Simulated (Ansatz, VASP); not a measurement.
# VTeSe (1T-VSeTe monolayer) in two plane-wave programs, part 2 of 2

One calculation is typed for both programs; each brings its own data sets. How far apart do they land? Of the first pair: The structure shown is the start of the Ansatz relaxation below; VASP solves that cell, so the two are compared at the walk's first step.

VASP 6.6.1 and Ansatz 0.2.0.

So far: The structure; Ansatz: relaxation, PBE with D4.

### Step 3. VASP: single point, PBE with D4, start cell, pair 1

Level of this step: PBE with D4, spin-polarised from a ferromagnetic start; plane waves and PAW (Te, V_sv, Se) (VASP).

The same cell, functional, mesh and smearing now go to VASP, with its own data sets.

Lines of VASP's logs that name or quote its potential files are left out, and so is its time.

Input file INCAR:

```
SYSTEM = VTeSe
PREC = Accurate
ENCUT = 400
EDIFF = 1E-06
NELM = 200
ISMEAR = -1
SIGMA = 0.05
LREAL = .FALSE.
ALGO = Normal
GGA = PE
IVDW = 13
NBANDS = 21
ISPIN = 2
MAGMOM = -0.05 0.8 -0.02
LASPH = .TRUE.
LMAXMIX = 4
LORBIT = 11
LWAVE = .FALSE.
LCHARG = .FALSE.
ISIF = 2
LDIPOL = .TRUE.
IDIPOL = 3
DIPOL = 0.5 0.5 0.501
LVHAR = .TRUE.
GGA_COMPAT = .FALSE.
NELMDL = -8
KPAR = 2
```

Input file POSCAR:

```
VTeSe
1.0
    3.4650000000      0.0000000000      0.0000000000
   -1.7325000000      3.0007780000      0.0000000000
    0.0000000000      0.0000000000     38.1820460000
Te V Se
1 1 1
Direct
    0.6666666111      0.3333332223      0.4530925346
    0.0000000000      0.0000000000      0.5035362956
    0.3333333889      0.6666667777      0.5469074654
```

Input file KPOINTS:

```
Automatic mesh
0
Gamma
12 12 1
0 0 0
```

Potentials, in the order of the species: Te, V_sv and Se (PBE family, release 64).

On the command line:

```
mpirun -np 2 vasp_std
```

Numbers of over 12 decimals in the logs are rounded to 6 here.

What it wrote:

```text
[banner, memory and clock lines left out]
running    2 mpi-ranks, on    1 nodes
 distrk:  each k-point on    1 cores,    2 groups
 distr:  one band on    1 cores,    1 groups

 POSCAR found type information on POSCAR TeV Se
 POSCAR found :  3 types and       3 ions
 LDA part: xc-table for (Slater+PW92), standard interpolation
 POSCAR, INCAR and KPOINTS ok, starting setup
 FFT: planning ... GRIDC
 FFT: planning ... GRID_SOFT
 FFT: planning ... GRID
 WAVECAR not read
 entering main loop
       N       E                     dE             d eps       ncg     rms          rms(c)
DAV:   1     0.120697001647E+03    0.12070E+03   -0.10311E+04  2204   0.666E+02
DAV:   2    -0.907233317833E+01   -0.12977E+03   -0.12611E+03  2178   0.185E+02
DAV:   3    -0.193895749113E+02   -0.10317E+02   -0.10182E+02  2076   0.452E+01
DAV:   4    -0.196338363410E+02   -0.24426E+00   -0.24378E+00  2246   0.763E+00
DAV:   5    -0.196365935945E+02   -0.27573E-02   -0.27566E-02  2225   0.735E-01
DAV:   6    -0.196366429305E+02   -0.49336E-04   -0.49335E-04  2317   0.776E-02
DAV:   7    -0.196366434843E+02   -0.55374E-06   -0.55390E-06  2266   0.864E-03
DAV:   8    -0.196366434937E+02   -0.94315E-08   -0.94143E-08  1567   0.972E-04    0.172E+01
DAV:   9    -0.257342720667E+02   -0.60976E+01   -0.99885E+01  1716   0.472E+01    0.323E+01
DAV:  10    -0.183840935579E+02    0.73502E+01   -0.13908E+02  1962   0.613E+01    0.111E+01
DAV:  11    -0.173341798230E+02    0.10499E+01   -0.41821E+00  1784   0.102E+01    0.593E+00
DAV:  12    -0.169148627513E+02    0.41932E+00   -0.11228E+00  1879   0.580E+00    0.216E+00
DAV:  13    -0.168888042522E+02    0.26058E-01   -0.13943E-01  1873   0.186E+00    0.141E+00
DAV:  14    -0.168574154233E+02    0.31389E-01   -0.22546E-01  1816   0.230E+00    0.664E-01
[...]
DAV:  33    -0.169572539419E+02   -0.52561E-03   -0.80583E-06  1638   0.150E-02    0.333E-03
DAV:  34    -0.169573244101E+02   -0.70468E-04   -0.88511E-07  1388   0.436E-03    0.303E-03
DAV:  35    -0.169573462270E+02   -0.21817E-04   -0.20563E-07  1401   0.261E-03    0.157E-03
DAV:  36    -0.169573581471E+02   -0.11920E-04   -0.15364E-07  1364   0.153E-03    0.853E-04
DAV:  37    -0.169573632000E+02   -0.50529E-05   -0.11739E-07  1376   0.149E-03    0.505E-04
DAV:  38    -0.169573660733E+02   -0.28733E-05   -0.38094E-08  1278   0.734E-04    0.378E-04
DAV:  39    -0.169573680065E+02   -0.19331E-05   -0.23873E-08  1272   0.396E-04    0.310E-04
DAV:  40    -0.169573687558E+02   -0.74931E-06   -0.91787E-09  1256   0.259E-04
   1 F= -.17874576E+02 E0= -.17867680E+02  d E =-.137921E-01  mag=     1.0221
```

OUTCAR, selected parts (step 3):

```text
ion  position               nearest neighbor table
   1  0.667  0.333  0.453-   2 2.78   2 2.78   2 2.78
   2  0.000  0.000  0.504-   3 2.60   3 2.60   3 2.60   1 2.78   1 2.78   1 2.78
   3  0.333  0.667  0.547-   2 2.60   2 2.60   2 2.60

  LATTYP: Found a hexagonal cell.
 ALAT       =     3.4650000000
 C/A-ratio  =    11.0193494949

 Subroutine GETGRP returns: Found  6 space group operations
 (whereof  6 operations were pure point group operations)

The static configuration has the point symmetry C_3v.

 Found     19 irreducible k-points:

   k-points           NKPTS =     19   k-points in BZ     NKDIM =     19   number of bands    NBANDS=     21

   dimension x,y,z NGX =    24 NGY =   24 NGZ =  250
   dimension x,y,z NGXF=    48 NGYF=   48 NGZF=  500

   ENCUT  =  400.0 eV  29.40 Ry    5.42 a.u.   5.65  5.65 62.27*2*pi/ulx,y,z

   NELECT =      25.0000    total number of electrons

 k-points in reciprocal lattice and weights: Automatic mesh
   0.00000000  0.00000000  0.00000000       0.007
   0.08333333  0.00000000  0.00000000       0.042
   0.16666667 -0.00000000  0.00000000       0.042
   0.25000000 -0.00000000  0.00000000       0.042
   0.33333333 -0.00000000  0.00000000       0.042
   0.41666667  0.00000000  0.00000000       0.042
   0.50000000 -0.00000000  0.00000000       0.021
   0.08333333  0.08333333  0.00000000       0.042
   0.16666667  0.08333333  0.00000000       0.083
[...]
0.33333333  0.25000000  0.00000000       0.083
   0.33333333  0.33333333  0.00000000       0.014

 dipolmoment           0.000000      0.000000      0.038937 electrons x Angstroem

 average (electrostatic) potential at core
       1 -97.3820       2 -83.7646       3 -61.0348

 E-fermi :  -2.7496

 spin component 1
 k-point     1 :       0.0000    0.0000    0.0000
  band No.  band energies     occupation
    ...
      9      -4.5325      1.00000
     10      -4.5325      1.00000
     11      -3.3303      0.99999
     12      -3.2969      0.99998
     13      -3.2969      0.99998
     14      -1.4511      0.00000
     15      -1.4511      0.00000
     16       0.2733      0.00000
     17       0.2733      0.00000
     18       0.7807      0.00000
    ...

 k-point     2 :       0.0833    0.0000    0.0000
  band No.  band energies     occupation
    ...
      9      -4.5135      1.00000
     10      -4.5024      1.00000
     11      -3.4895      1.00000
     12      -3.3750      1.00000
     13      -3.3141      0.99999
     14      -1.8117      0.00000
     15      -1.4752      0.00000
     16      -0.3060      0.00000
     17       0.1372      0.00000
     18       0.9302      0.00000
    ...

 k-point     3 :       0.1667   -0.0000    0.0000
  band No.  band energies     occupation
    ...
      9      -4.5745      1.00000
     10      -4.4911      1.00000
     11      -4.1692      1.00000
     12      -3.5268      1.00000
     13      -3.3786      1.00000
     14      -2.2676      0.00007
     15      -1.5999      0.00000
     16      -1.1303      0.00000
     17      -0.1264      0.00000
     18       1.2873      0.00000
    ...

 k-point     4 :       0.2500   -0.0000    0.0000
  band No.  band energies     occupation
    ...
      9      -5.5498      1.00000
     10      -4.5861      1.00000
     11      -4.5532      1.00000
     12      -3.5825      1.00000
     13      -3.5750      1.00000
     14      -2.4583      0.00294
     15      -1.8652      0.00000
     16      -1.3010      0.00000
     17      -0.3195      0.00000
     18       1.8061      0.00000
    ...

 k-point     5 :       0.3333   -0.0000    0.0000
  band No.  band energies     occupation
    ...
      9      -6.2288      1.00000
     10      -4.8850      1.00000
     11      -4.7045      1.00000
     12      -3.7708      1.00000
     13      -3.4922      1.00000
     14      -2.4051      0.00102
     15      -2.1791      0.00001
     16      -1.0133      0.00000
     17      -0.4186      0.00000
     18       2.2140      0.00000
    ...

 k-point     6 :       0.4167    0.0000    0.0000
  band No.  band energies     occupation
    ...
      9      -5.8725      1.00000
     10      -5.0587      1.00000
     11      -4.8412      1.00000
     12      -3.8727      1.00000
     13      -3.3612      1.00000
     14      -2.4235      0.00147
     15      -2.2828      0.00009
     16      -0.6844      0.00000
     17      -0.4662      0.00000
     18       1.5171      0.00000
    ...

  DFT-D4 for vdW energy calculation

  Edisp (eV):   -0.91721

  Total      -2.24517    -2.24517    -4.62958     0.00000    -0.00000     0.00000
  in kB      -9.06075    -9.06075   -18.68341     0.00000    -0.00000     0.00000
  external pressure =      -12.27 kB  Pullay stress =        0.00 kB

  energy-cutoff  :      400.00
  volume of cell :      397.01
      direct lattice vectors                 reciprocal lattice vectors
     3.465000000  0.000000000  0.000000000     0.288600289  0.166623456  0.000000000
    -1.732500000  3.000778000  0.000000000     0.000000000  0.333246911  0.000000000
     0.000000000  0.000000000 38.182046000     0.000000000  0.000000000  0.026190320

 POSITION                                       TOTAL-FORCE (eV/Angst)
 -----------------------------------------------------------------------------------
      1.73250      1.00026     17.30000        -0.000000     -0.000000      0.890385
      0.00000      0.00000     19.22605         0.000000     -0.000000      0.787494
      0.00000      2.00052     20.88205         0.000000      0.000000     -1.677879
 -----------------------------------------------------------------------------------
    total drift:                                0.000000     -0.000021     -0.000345

  FREE ENERGIE OF THE ION-ELECTRON SYSTEM (eV)
  ---------------------------------------------------
  free  energy   TOTEN  =       -17.8745759338 eV

  energy  without entropy=      -17.8607838834  energy(sigma->0) =      -17.86767991

 vacuum level on the upper side and lower side of the slab         2.268         1.590

 total charge
# of ion       s       p       d       tot
------------------------------------------
    1        1.394   1.936   0.046   3.377
    2        2.207   6.154   2.966  11.327
    3        1.479   2.270   0.034   3.783
--------------------------------------------------
tot          5.080  10.360   3.046  18.487

 magnetization (x)
# of ion       s       p       d       tot
------------------------------------------
    1       -0.004  -0.075   0.002  -0.078
    2        0.011   0.008   1.064   1.083
    3       -0.002  -0.069   0.004  -0.067
--------------------------------------------------
tot          0.004  -0.136   1.069   0.938

[... 6 further parts left out ...]
```

The cell holds one magnetic atom, so no antiferromagnetic order fits into it.

### Step 4. Differences

Known differences besides the potentials themselves: VASP starts from the moments at which Ansatz ended; Ansatz cuts the interaction across the vacuum, VASP repeats the sheet with a dipole correction; the data sets hold 45 valence electrons in Ansatz (on its default PAW (the set named soft_2) files) and 25 in VASP; the cutoff is 420 eV in Ansatz and 400 eV in VASP. Total energies have different zeros and are not compared.

Forces (eV/Å; atoms numbered as in POSCAR):

```
atom        Ansatz x, y, z          VASP x, y, z
 Te1   0.000, 0.000, 0.900   0.000, 0.000, 0.890
  V2   0.000, 0.000, 0.793   0.000, 0.000, 0.787
 Se3  0.000, 0.000, -1.693  0.000, 0.000, -1.678
```

The forces differ by 6.2 meV/Å r.m.s., which is 0.9 % of the r.m.s. force of 0.685 eV/Å (both taken over all components). Moments aren't recorded for both runs of this pair, so they may hold unlike magnetic states. With vacuum in the cell, a pressure given here is an average over mostly empty space and none of the material.

### Step 5. Ansatz: relaxation, PBE with D4

This run makes the geometry at which the two programs are then compared.

The structure compared here is the end of the Ansatz relaxation.

Input file input.yaml:

```yaml
crystal:
  lattice:
    - [3.465, 0.0, 0.0]
    - [-1.7325, 3.0007780241, 0.0]
    - [0.0, 0.0, 38.1820456046]
  atoms:
    - { symbol: Te, position: [0.6666666667, 0.3333333333, 0.4530925393] }
    - { symbol: V, position: [0.0, 0.0, 0.5035363063], spin: 1.0 }
    - { symbol: Se, position: [0.3333333333, 0.6666666667, 0.5469074607] }
  periodic: [true, true, false]
magnetization:
  spin_polarized: true
kpoints:
  mp_grid: { grid: [12, 12, 1] }
hamiltonian:
  xc: pbe
  dispersion: d4
scf:
  occupations: { method: fermi_dirac, width: 0.05 }
  convergence: { dr2_threshold: 1.0e-09 }
relax:
  f_tol: 0.004
  max_steps: 90
  cell: {}
output:
  write_potential: true
  write_density: true
  volumetric_format: npy
```

On the command line:

```
ansatz run input.yaml --threads 4 --pin off --max-ram 6144MiB --backend cpu --events-out ev --progress --plain --runs-dir out
```

What it wrote:

```text
[...]
Crystal: 3 atoms, lattice volume = 397.005 Å³
Basis set: ecut = 420 eV, 7729 PW (Γ), exchange–correlation on 48×48×512 points (8 copies of the dense FFT grid, shifted against one another)
Bands: 28, of which v1, the nominal top of the filled ones, is band 23 counted from 1 (22 counted from 0)
[...]
--- Relaxed structure (6 steps of the walk, 6 accepted, 1 SCFs on fresh bases) ---
[...]
cell:  # Å, volume = 391.3281 Å³
    - [3.440136, 0, 0]
    - [-1.720068, 2.979245, 0]
    - [0, 0, 38.1820456046]
  atoms:
    - { symbol: Te, position: [0.666667, 0.333333, 0.456336] }
    - { symbol: V, position: [8.665077927707495e-19, 3.8821150030833566e-19, 0.504361] }
    - { symbol: Se, position: [0.333333, 0.666667, 0.542839] }
[key lines of the parts left out:]
SCF converged after 5 iterations
Magnetization: 0.8614 μB (22.9307 up, 22.0693 down)
Free energy (F): -15363.907259 eV
Fermi energy:    -4.664844 eV
P = ½ c Tr σ = -0.0027 N/m
```

### Step 6. VASP: single point, PBE with D4, relaxed cell, pair 2

The same cell, functional, mesh and smearing now go to VASP, with its own data sets.

INCAR is that of step 3.

Input file POSCAR:

```
VTeSe
1.0
    3.4401358635      0.0000000000      0.0000000000
   -1.7200679318      2.9792450503      0.0000000000
    0.0000000000      0.0000000000     38.1820456046
Te V Se
1 1 1
Direct
    0.6666666667      0.3333333333      0.4563361726
    0.0000000000      0.0000000000      0.5043607369
    0.3333333333      0.6666666667      0.5428393968
```

KPOINTS is that of step 3.

On the command line:

```
mpirun -np 2 vasp_std
```

What it wrote:

```text
[... set-up lines as in an earlier step ...]
 entering main loop
       N       E                     dE             d eps       ncg     rms          rms(c)
DAV:   1     0.121716806782E+03    0.12172E+03   -0.10401E+04  2204   0.668E+02
DAV:   2    -0.948541198531E+01   -0.13120E+03   -0.12670E+03  2188   0.187E+02
DAV:   3    -0.192234669662E+02   -0.97381E+01   -0.96457E+01  2076   0.449E+01
DAV:   4    -0.194555721978E+02   -0.23211E+00   -0.23189E+00  2324   0.759E+00
[...]
DAV:  36    -0.171336236819E+02   -0.84069E-05   -0.90646E-08  1443   0.115E-03    0.487E-04
DAV:  37    -0.171336262413E+02   -0.25594E-05   -0.50152E-08  1334   0.905E-04    0.430E-04
DAV:  38    -0.171336272157E+02   -0.97432E-06   -0.18588E-08  1248   0.666E-04
   1 F= -.18101262E+02 E0= -.18096034E+02  d E =-.104558E-01  mag=     0.8612
```

From OUTCAR (step 6):

```text
  Edisp (eV):   -0.96763

  Total      -0.11719    -0.11719    -0.08865     0.00000     0.00000     0.00000
  in kB      -0.47978    -0.47978    -0.36296     0.00000     0.00000     0.00000
  external pressure =       -0.44 kB  Pullay stress =        0.00 kB

 POSITION                                       TOTAL-FORCE (eV/Angst)
 -----------------------------------------------------------------------------------
      1.72007      0.99308     17.42385         0.000000      0.000000     -0.011937
      0.00000      0.00000     19.25752        -0.000000     -0.000000     -0.006834
     -0.00000      1.98616     20.72672        -0.000000     -0.000000      0.018771
 -----------------------------------------------------------------------------------
    total drift:                                0.000000      0.000000      0.001044

  FREE ENERGIE OF THE ION-ELECTRON SYSTEM (eV)
  ---------------------------------------------------
  free  energy   TOTEN  =       -18.1012617037 eV

  energy  without entropy=      -18.0908059393  energy(sigma->0) =      -18.09603382

 magnetization (x)
# of ion       s       p       d       tot
------------------------------------------
    1       -0.003  -0.061   0.002  -0.063
    2        0.011   0.008   0.847   0.866
    3       -0.001  -0.029   0.006  -0.024
--------------------------------------------------
tot          0.006  -0.083   0.856   0.779

[... 1 part as in an earlier step ...]

[... 2 further parts left out ...]
[key lines of the parts left out:]
E-fermi :  -2.7173
```

### Step 7. Comparison

What differs besides the data sets and the points named for the pairs above, as far as they apply: the data sets hold 45 valence electrons in Ansatz (on its default PAW (the set named soft_2) files) and 25 in VASP; site moments are counted in spheres of each program's own size. Total energies have different zeros and are not compared.

The two programs side by side:

```
          quantity  Ansatz   VASP  difference
 total moment (μB)    0.86   0.86        0.00
 moment on V2 (μB)    0.80   0.87       -0.06
moment on Te1 (μB)   -0.05  -0.06       +0.01
```

At this near-relaxed geometry the largest component of a force difference is 20 meV/Å. With vacuum in the cell, a pressure given here is an average over mostly empty space and none of the material.

### Step 8. What came out

```json
{"r.m.s. force difference (single point, PBE with D4, start cell, pair 1)": "0.91 % of the r.m.s. force", "difference in total moment (single point, PBE with D4, relaxed cell, pair 2)": "2.5e-4 μB", "r.m.s. force difference (single point, PBE with D4, relaxed cell, pair 2)": "8.2 meV/Å"}
```

What this shows: The r.m.s. force difference is 8.2 meV/Å (single point, PBE with D4, relaxed cell, pair 2), within the 12 meV/Å picked in this series as the mark of a large difference. The data sets hold unlike numbers of valence electrons (45 in Ansatz and 25 in VASP), so part of the differences comes from the potentials. How closely two codes agree says nothing of how well the functional describes the real material.

[Lines on the potential files, build, host, timing and source positions are cut from VASP's logs without a mark.]

[Logs are printed without paths, hosts, clocks, repeated set-up lines and the standing remarks that a program may print on its own settings, such as how far it seeks lower states.]

[Hosts, paths, dates, database ids (printed as entryN), source tags and the programs' standing remarks are cut or masked in the printed files.]
